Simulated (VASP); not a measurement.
# Al23GeN24 (a cell with a defect): single point with PBE

Crystal: Al23GeN24 (a cell with a defect).

```
CELL_PARAMETERS angstrom
9.33900 0.00000 0.00000
-3.11300 5.39187 0.00000
0.00000 0.00000 9.96200
ATOMIC_POSITIONS crystal
Ge 0.11111 0.33333 0.00000
Al 0.11111 0.33333 0.50000
Al 0.11111 0.83333 0.00000
Al 0.11111 0.83333 0.50000
Al 0.44444 0.33333 0.00000
Al 0.44444 0.33333 0.50000
Al 0.44444 0.83333 0.00000
Al 0.44444 0.83333 0.50000
Al 0.77778 0.33333 0.00000
Al 0.77778 0.33333 0.50000
Al 0.77778 0.83333 0.00000
Al 0.77778 0.83333 0.50000
Al 0.22222 0.16667 0.25000
Al 0.22222 0.16667 0.75000
Al 0.22222 0.66667 0.25000
Al 0.22222 0.66667 0.75000
Al 0.55556 0.16667 0.25000
Al 0.55556 0.16667 0.75000
Al 0.55556 0.66667 0.25000
Al 0.55556 0.66667 0.75000
Al 0.88889 0.16667 0.25000
Al 0.88889 0.16667 0.75000
Al 0.88889 0.66667 0.25000
Al 0.88889 0.66667 0.75000
N 0.11111 0.33333 0.19000
N 0.11111 0.33333 0.69000
N 0.11111 0.83333 0.19000
N 0.11111 0.83333 0.69000
N 0.44444 0.33333 0.19000
N 0.44444 0.33333 0.69000
N 0.44444 0.83333 0.19000
N 0.44444 0.83333 0.69000
N 0.77778 0.33333 0.19000
N 0.77778 0.33333 0.69000
N 0.77778 0.83333 0.19000
N 0.77778 0.83333 0.69000
N 0.22222 0.16667 0.44000
N 0.22222 0.16667 0.94000
N 0.22222 0.66667 0.44000
N 0.22222 0.66667 0.94000
N 0.55556 0.16667 0.44000
N 0.55556 0.16667 0.94000
N 0.55556 0.66667 0.44000
N 0.55556 0.66667 0.94000
N 0.88889 0.16667 0.44000
N 0.88889 0.16667 0.94000
N 0.88889 0.66667 0.44000
N 0.88889 0.66667 0.94000
```

| Quantity | Value |
| --- | --- |
| Program | VASP 6.6.1 |
| Task | single point |
| Functional | PBE |
| Potentials or basis | VASP PAW PBE potentials, release 64 (Ge_d, Al, N) |
| Cutoff | 520 eV |
| k mesh | 3 × 4 × 2 |
| Occupations | fermi-dirac, width 0.01 eV |
| Spin | no spin polarisation |

```
Largest force          : 1.201 eV/Å
Band gap on the k mesh : 3.62 eV, direct
```

Forces on the atoms (eV/Å):
```
Ge  -0.107 -0.051  0.060
Al  -0.022 -0.009 -0.050
Al  -0.688 -0.401  0.393
Al  -0.071 -0.038 -0.236
Al   0.753  0.498  0.238
Al   0.085  0.060 -0.204
Al   0.752  0.373  0.233
Al   0.090  0.044 -0.206
Al  -0.683  0.357  0.243
Al  -0.066  0.015 -0.204
Al  -0.071 -0.791  0.230
Al  -0.021 -0.064 -0.205
Al   0.737 -0.299  0.471
Al   0.094  0.047 -1.196
Al   0.115  0.790  0.467
Al   0.090  0.059 -1.189
Al  -0.005 -0.024  0.104
Al   0.024  0.033 -0.458
Al   0.023  0.032  0.090
Al   0.032 -0.003 -0.405
Al  -0.729 -0.433  0.441
Al  -0.117 -0.074 -1.142
Al  -0.136 -0.074  0.108
Al  -0.115 -0.067 -0.431
N    0.013  0.007 -0.621
N    0.010  0.005  0.701
N    0.076  0.044 -0.309
N    0.124  0.072  0.605
N   -0.276 -0.066 -0.179
N   -0.129 -0.093  0.456
N   -0.209 -0.214 -0.174
N   -0.145 -0.066  0.449
N    0.265 -0.018 -0.176
N    0.118 -0.044  0.458
N    0.135  0.248 -0.165
N    0.024  0.126  0.448
N   -0.182  0.053 -0.068
N   -0.413  0.170  0.264
N   -0.046 -0.184 -0.067
N   -0.076 -0.453  0.266
N   -0.012 -0.010  0.098
N   -0.163 -0.233  0.123
N   -0.012 -0.003  0.105
N   -0.156  0.052  0.148
N    0.194  0.115 -0.062
N    0.569  0.334  0.279
N    0.059  0.032  0.105
N    0.269  0.147  0.164
```

Levels at points of the mesh, in eV from the valence-band top:
```tsv
k point	band 97	band 98	band 99	band 100	band 101	band 102	band 103	band 104	band 105	band 106
(0.00, 0.00, 0.00)	-0.42	-0.38	-0.07	-0.06	0.00	3.62	4.70	5.01	5.26	5.45
(0.00, 0.50, 0.00)	-0.56	-0.43	-0.37	-0.35	-0.29	4.85	5.15	5.19	5.78	5.81
(0.00, 0.00, 0.50)	-0.51	-0.35	-0.33	-0.09	-0.08	3.87	4.82	5.07	5.12	5.26
(0.00, 0.50, 0.50)	-0.52	-0.50	-0.49	-0.43	-0.38	4.78	5.41	5.56	5.74	5.86
```

It took 19 min on 1 thread of Intel(R) Xeon(R) 6975P-C (Granite Rapids) (shared host), peak memory 0.93 GiB.

Caveat: the cell carries a net charge on a neutralising background, which shifts energy and pressure; the cell is charged against a uniform background, so pressure and absolute levels hang on convention.
